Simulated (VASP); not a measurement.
# Relaxed cell of Tantalum: a test of cutoff and mesh

How far does the relaxed cell of Tantalum depend on cutoff and k mesh? The starting structure is a measured crystal structure from the Crystallography Open Database. The first relaxation on each setting starts from this cell expanded by 3 % in volume.

Method: Kohn-Sham DFT with plane waves and PAW; PBEsol, in VASP 6.6.1.

## Step 1: Starting point

Symmetry: Im-3m, No. 229, cubic system. The conventional cell has a = 3.306 Å, b = 3.306 Å, c = 3.306 Å, α = 90.00°, β = 90.00°, γ = 90.00°. Nearest to Ta lie 8 Ta at 2.86 Å.

## Step 2: Reference relaxation

This run starts from the cell of an earlier relaxation, which isn't shown; the restart sets up the plane waves anew.

INCAR reads:

```
SYSTEM = Ta
PREC = Accurate
ENCUT = 450
EDIFF = 1E-06
NELM = 100
ISMEAR = 1
SIGMA = 0.15
LREAL = .FALSE.
ALGO = Normal
GGA = PS
NBANDS = 11
LORBIT = 11
LWAVE = .FALSE.
LCHARG = .FALSE.
KPAR = 4
IBRION = 2
NSW = 50
ISIF = 3
EDIFFG = -0.006
```

POSCAR reads:

```
Ta
1.0
   -1.6405723621      1.6405723621      1.6405723621
    1.6405723621     -1.6405723621      1.6405723621
    1.6405723621      1.6405723621     -1.6405723621
Ta
1
Direct
    0.0000000000      0.0000000000      0.0000000000
```

KPOINTS reads:

```
Automatic mesh
0
Gamma
18 18 18
0 0 0
```

Potentials, in the order of the species: Ta_pv (PBE family, release 64).

The run is started by

```bash
> mpirun -np 4 vasp_std
```

The program printed:

```text
[banner, memory and clock lines left out]
running    4 mpi-ranks, on    1 nodes
 distrk:  each k-point on    1 cores,    4 groups
 distr:  one band on    1 cores,    1 groups

 POSCAR found type information on POSCAR Ta
 POSCAR found :  1 types and       1 ions
|                                                                             |
|               ----> ADVICE to this user running VASP <----                  |
|                                                                             |
|     You enforced a specific xc type in the INCAR file but a different       |
|     [... a line on the potential file left out ...]
|     I HOPE YOU KNOW WHAT YOU ARE DOING!                                     |
|                                                                             |

 LDA part: xc-table for (Slater+PW92), standard interpolation
 POSCAR, INCAR and KPOINTS ok, starting setup
 FFT: planning ... GRIDC
 FFT: planning ... GRID_SOFT
 FFT: planning ... GRID
 WAVECAR not read
 entering main loop
       N       E                     dE             d eps       ncg     rms          rms(c)
DAV:   1     0.510057594876E+02    0.51006E+02   -0.58598E+03  4306   0.865E+02
DAV:   2    -0.121859487246E+02   -0.63192E+02   -0.61686E+02  4759   0.233E+02
DAV:   3    -0.130455908381E+02   -0.85964E+00   -0.85141E+00  5182   0.263E+01
DAV:   4    -0.130483168781E+02   -0.27260E-02   -0.27256E-02  4721   0.157E+00
DAV:   5    -0.130483294052E+02   -0.12527E-04   -0.12527E-04  5153   0.961E-02    0.143E+01
DAV:   6    -0.126682100710E+02    0.38012E+00   -0.32746E-01  4896   0.630E+00    0.700E+00
DAV:   7    -0.125529366421E+02    0.11527E+00   -0.27680E-01  4890   0.540E+00    0.386E-01
DAV:   8    -0.125516236711E+02    0.13130E-02   -0.85823E-03  5178   0.759E-01    0.672E-02
DAV:   9    -0.125516225943E+02    0.10767E-05   -0.52403E-05  4894   0.762E-02    0.208E-02
DAV:  10    -0.125516201627E+02    0.24316E-05   -0.22590E-06  4856   0.172E-02    0.361E-03
DAV:  11    -0.125516201310E+02    0.31701E-07   -0.13765E-07  2757   0.425E-03
   1 F= -.12551620E+02 E0= -.12551822E+02  d E =-.125516E+02
 curvature:   0.00 expect dE= 0.000E+00 dE for cont linesearch  0.000E+00
 trial: gam= 0.00000 g(F)=  0.220E-62 g(S)=  0.180E-06 ort = 0.000E+00 (trialstep = 0.100E+01)
 search vector abs. value=  0.180E-06
 reached required accuracy - stopping structural energy minimisation
```

It took 5.4 s on 4 MPI ranks of Intel Xeon Platinum 8259CL at 2.50GHz (Skylake/Cascade Lake), shared host; peak memory 0.56 GiB.

The logs omit lines about the potential files and the build; timing stands in the text.

OUTCAR, selected parts (step 2):

```text
ion  position               nearest neighbor table
   1  0.000  0.000  0.000-

  LATTYP: Found a body centered cubic cell.
 ALAT       =     3.2811447242

 Subroutine GETGRP returns: Found 48 space group operations
 (whereof 48 operations were pure point group operations)

The static configuration has the point symmetry O_h .

 Found    195 irreducible k-points:

   k-points           NKPTS =    195   k-points in BZ     NKDIM =    195   number of bands    NBANDS=     11

   dimension x,y,z NGX =    20 NGY =   20 NGZ =   20
   dimension x,y,z NGXF=    40 NGYF=   40 NGZF=   40

   ENCUT  =  450.0 eV  33.07 Ry    5.75 a.u.   4.91  4.91  4.91*2*pi/ulx,y,z

   NELECT =      11.0000    total number of electrons

 k-points in reciprocal lattice and weights: Automatic mesh
   0.00000000  0.00000000  0.00000000       0.000
   0.05555556  0.00000000  0.00000000       0.002
   0.11111111  0.00000000  0.00000000       0.002
   0.16666667  0.00000000  0.00000000       0.002
   0.22222222  0.00000000  0.00000000       0.002
   0.27777778  0.00000000  0.00000000       0.002
   0.33333333  0.00000000  0.00000000       0.002
   0.38888889  0.00000000  0.00000000       0.002
   0.44444444  0.00000000  0.00000000       0.002
[...]
0.50000000  0.50000000  0.44444444       0.002
   0.50000000  0.50000000  0.50000000       0.000

 average (electrostatic) potential at core
       1 -36.0159

 E-fermi :   5.4863

 k-point     1 :       0.0000    0.0000    0.0000
  band No.  band energies     occupation
      1     -27.4655      2.00000
      2     -27.4655      2.00000
      3     -27.4655      2.00000
      4      -2.5252      2.00000
      5       6.2024     -0.00000
      6       6.2024     -0.00000
      7       6.2024     -0.00000
      8       9.5370      0.00000
      9       9.5370      0.00000
    ...

 k-point     2 :       0.0556    0.0000    0.0000
  band No.  band energies     occupation
      1     -27.5070      2.00000
      2     -27.4781      2.00000
      3     -27.4657      2.00000
      4      -2.3829      2.00000
      5       6.1092     -0.00000
      6       6.1765     -0.00000
      7       6.3416     -0.00000
      8       9.3825      0.00000
      9       9.5368      0.00000
    ...

 k-point     3 :       0.1111    0.0000    0.0000
  band No.  band energies     occupation
      1     -27.6254      2.00000
      2     -27.5145      2.00000
      3     -27.4664      2.00000
      4      -1.9712      2.00000
      5       5.8528     -0.00298
      6       6.0668     -0.00000
      7       6.7550     -0.00000
      8       9.0606      0.00000
      9       9.5446      0.00000
    ...

  Total       -0.0011159     -0.0011159     -0.0011159      0.0000000     -0.0000000      0.0000000
  in kB       -0.1012279     -0.1012279     -0.1012279      0.0000000     -0.0000000      0.0000000
  external PRESSURE =      -0.1012279 kB  Pullay stress =       0.0000000 kB

  energy-cutoff  :      450.00
  volume of cell :       17.66
      direct lattice vectors                 reciprocal lattice vectors
    -1.640572362  1.640572362  1.640572362     0.000000000  0.304771683  0.304771683
     1.640572362 -1.640572362  1.640572362     0.304771683  0.000000000  0.304771683
     1.640572362  1.640572362 -1.640572362     0.304771683  0.304771683  0.000000000

 POSITION                                       TOTAL-FORCE (eV/Angst)
 -----------------------------------------------------------------------------------
      0.00000      0.00000      0.00000         0.000000      0.000000     -0.000000
 -----------------------------------------------------------------------------------
    total drift:                                0.000000     -0.000000      0.000000

  FREE ENERGIE OF THE ION-ELECTRON SYSTEM (eV)
  ---------------------------------------------------
  free  energy   TOTEN  =       -12.5516201310 eV

  energy  without entropy=      -12.5522256964  energy(sigma->0) =      -12.55182199

 reached required accuracy - stopping structural energy minimisation

 total charge
# of ion       s       p       d       tot
------------------------------------------
    1        0.374   6.173   2.428   8.974

[... 3 further parts left out ...]
```

CONTCAR:

```
Ta
   1.00000000000000
    -1.6405723620999999    1.6405723620999999    1.6405723620999999
     1.6405723620999999   -1.6405723620999999    1.6405723620999999
     1.6405723620999999    1.6405723620999999   -1.6405723620999999
  Ta
     1
Direct
     0.0000000000000000    0.0000000000000000    0.0000000000000000
```

This run has no spin polarisation. Its electron count is odd, so without a moment it is a metal by construction. The PAW data sets were made with PBE, which is usual practice but a small mismatch for other functionals. The run keeps the 48 symmetry operations of its start, so it cannot find a distortion of lower symmetry.

The reference relaxation ends at 17.662 Å³ an atom. Pressures at 0.985 and 1.015 times this volume, from two more relaxations that aren't shown, give a bulk modulus of 208.6 GPa.

## Step 3: Relaxation with a cutoff of 220 eV

Against step 2 the input has ENCUT = 220. This run starts from the cell of an earlier relaxation, which isn't shown; the restart sets up the plane waves anew.

Changes to INCAR since step 2:

```diff
@@ -2,3 +2,3 @@
 PREC = Accurate
-ENCUT = 450
+ENCUT = 220
 EDIFF = 1E-06
```

POSCAR reads:

```
Ta
1.0
   -1.6383149691      1.6383149691      1.6383149691
    1.6383149691     -1.6383149691      1.6383149691
    1.6383149691      1.6383149691     -1.6383149691
Ta
1
Direct
    0.0000000000      0.0000000000      0.0000000000
```

KPOINTS is that of step 2.

The run is started by

```bash
> mpirun -np 4 vasp_std
```

The program printed:

```text
[banner, memory and clock lines left out]
running    4 mpi-ranks, on    1 nodes
[...]
[... a notice as in an earlier step ...]

 LDA part: xc-table for (Slater+PW92), standard interpolation
 POSCAR, INCAR and KPOINTS ok, starting setup
[...]
entering main loop
       N       E                     dE             d eps       ncg     rms          rms(c)
DAV:   1     0.265513690447E+02    0.26551E+02   -0.40756E+03  4425   0.512E+02
DAV:   2    -0.126182753469E+02   -0.39170E+02   -0.38256E+02  4802   0.158E+02
DAV:   3    -0.130462329182E+02   -0.42796E+00   -0.42555E+00  5165   0.171E+01
DAV:   4    -0.130472519180E+02   -0.10190E-02   -0.10189E-02  4753   0.878E-01
[...]
DAV:   8    -0.125516653235E+02    0.14558E-02   -0.85690E-03  5082   0.742E-01    0.710E-02
DAV:   9    -0.125516499909E+02    0.15333E-04   -0.55786E-05  4904   0.713E-02    0.228E-02
DAV:  10    -0.125516499904E+02    0.49340E-09   -0.31401E-06  4987   0.188E-02
   1 F= -.12551650E+02 E0= -.12551862E+02  d E =-.125516E+02
[...]
DAV:   2    -0.125518716354E+02    0.20125E-02   -0.22900E-03  4539   0.522E-01    0.166E-01
DAV:   3    -0.125514406321E+02    0.43100E-03   -0.11769E-03  4827   0.376E-01    0.531E-02
DAV:   4    -0.125514595620E+02   -0.18930E-04   -0.12641E-05  5356   0.322E-02    0.609E-03
DAV:   5    -0.125514601635E+02   -0.60145E-06   -0.37488E-07  3036   0.629E-03
   2 F= -.12551460E+02 E0= -.12551679E+02  d E =0.189827E-03
 trial-energy change:    0.000190  1 .order    0.000196   -0.000269    0.000661
 step:   0.2976(harm=  0.2894)  dis= 0.00000  next Energy=   -12.551690 (dE=-0.402E-04)
[...]
N       E                     dE             d eps       ncg     rms          rms(c)
DAV:   1    -0.125528919656E+02   -0.14324E-02   -0.36216E-02  4506   0.238E+00    0.336E-01
DAV:   2    -0.125519307698E+02    0.96120E-03   -0.11365E-03  4527   0.366E-01    0.116E-01
DAV:   3    -0.125516987840E+02    0.23199E-03   -0.57940E-04  4749   0.263E-01    0.369E-02
DAV:   4    -0.125516925869E+02    0.61971E-05   -0.61892E-06  5364   0.226E-02    0.442E-03
DAV:   5    -0.125516922527E+02    0.33419E-06   -0.17842E-07  2778   0.428E-03
   3 F= -.12551692E+02 E0= -.12551905E+02  d E =-.422622E-04
[...]
reached required accuracy - stopping structural energy minimisation
```

Elapsed: 3.6 s, on 4 MPI ranks; peak memory 0.44 GiB; 12 s of CPU time.

Parts of OUTCAR (step 3):

```text
  Total        0.0005933      0.0005933      0.0005933      0.0000000      0.0000000      0.0000000
  in kB        0.0541411      0.0541411      0.0541411      0.0000000      0.0000000      0.0000000
  external PRESSURE =       0.0541411 kB  Pullay stress =       0.0000000 kB

 POSITION                                       TOTAL-FORCE (eV/Angst)
 -----------------------------------------------------------------------------------
     -0.00000      0.00000      0.00000         0.000000     -0.000000      0.000000
 -----------------------------------------------------------------------------------
    total drift:                               -0.000000     -0.000000     -0.000000

  FREE ENERGIE OF THE ION-ELECTRON SYSTEM (eV)
  ---------------------------------------------------
  free  energy   TOTEN  =       -12.5516922527 eV

  energy  without entropy=      -12.5523309153  energy(sigma->0) =      -12.55190514

[... 2 parts as in an earlier step ...]

[... 2 further parts left out ...]
[key lines of the parts left out:]
E-fermi :   5.5388
```

With a cutoff of 220 eV the cell ends at 17.557 Å³ an atom, -0.60 % from the reference; the bulk modulus is 210.8 GPa against 208.6 GPa.

## Step 4: Relaxation with a 10×10×10 mesh

Against step 2 the input has a 10×10×10 mesh. This run starts from the cell of an earlier relaxation, which isn't shown; the restart sets up the plane waves anew.

Changes to INCAR since step 3:

```diff
@@ -2,3 +2,3 @@
 PREC = Accurate
-ENCUT = 220
+ENCUT = 450
 EDIFF = 1E-06
```

POSCAR reads:

```
Ta
1.0
   -1.6460423799      1.6460423799      1.6460423799
    1.6460423799     -1.6460423799      1.6460423799
    1.6460423799      1.6460423799     -1.6460423799
Ta
1
Direct
    0.0000000000      0.0000000000      0.0000000000
```

KPOINTS reads:

```
Automatic mesh
0
Gamma
10 10 10
0 0 0
```

The run is started by

```bash
> mpirun -np 4 vasp_std
```

The program printed:

```text
[... set-up lines as in an earlier step ...]
 entering main loop
       N       E                     dE             d eps       ncg     rms          rms(c)
DAV:   1     0.516711553415E+02    0.51671E+02   -0.56678E+03  1042   0.843E+02
DAV:   2    -0.121161204257E+02   -0.63787E+02   -0.62161E+02  1142   0.236E+02
DAV:   3    -0.130658523711E+02   -0.94973E+00   -0.94503E+00  1260   0.274E+01
DAV:   4    -0.130694725174E+02   -0.36201E-02   -0.36198E-02  1165   0.171E+00
[...]
DAV:   9    -0.125439751116E+02    0.63671E-04   -0.12811E-04  1196   0.109E-01    0.224E-02
DAV:  10    -0.125439722935E+02    0.28180E-05   -0.53679E-06  1185   0.257E-02    0.545E-03
DAV:  11    -0.125439725437E+02   -0.25011E-06   -0.54299E-07   658   0.872E-03
   1 F= -.12543973E+02 E0= -.12544529E+02  d E =-.125440E+02
[...]
reached required accuracy - stopping structural energy minimisation
```

Wall time 2.2 s (4 MPI ranks); peak memory 0.49 GiB; 6.9 s of CPU time.

Parts of OUTCAR (step 4):

```text
  Total       -0.0039367     -0.0039367     -0.0039367      0.0000000      0.0000000     -0.0000000
  in kB       -0.3535602     -0.3535602     -0.3535602      0.0000000      0.0000000     -0.0000000
  external PRESSURE =      -0.3535602 kB  Pullay stress =       0.0000000 kB

 POSITION                                       TOTAL-FORCE (eV/Angst)
 -----------------------------------------------------------------------------------
      0.00000      0.00000      0.00000        -0.000000     -0.000000      0.000000
 -----------------------------------------------------------------------------------
    total drift:                                0.000000     -0.000000      0.000000

  FREE ENERGIE OF THE ION-ELECTRON SYSTEM (eV)
  ---------------------------------------------------
  free  energy   TOTEN  =       -12.5439725437 eV

  energy  without entropy=      -12.5456419231  energy(sigma->0) =      -12.54452900

[... 1 part as in an earlier step ...]

[... 3 further parts left out ...]
[key lines of the parts left out:]
E-fermi :   5.4202
```

With a 10×10×10 mesh the cell ends at 17.840 Å³ an atom, +1.00 % from the reference; the bulk modulus is 214.3 GPa against 208.6 GPa.

[end of part 1 of 2]

[Lines on the potential files, build, host, timing and source positions are cut from VASP's logs without a mark.]

[Logs are printed without paths, hosts, clocks, repeated set-up lines and the standing remarks that a program may print on its own settings, such as how far it seeks lower states.]

[Hosts, paths, dates, database ids (printed as entryN), source tags and the programs' standing remarks are cut or masked in the printed files.]
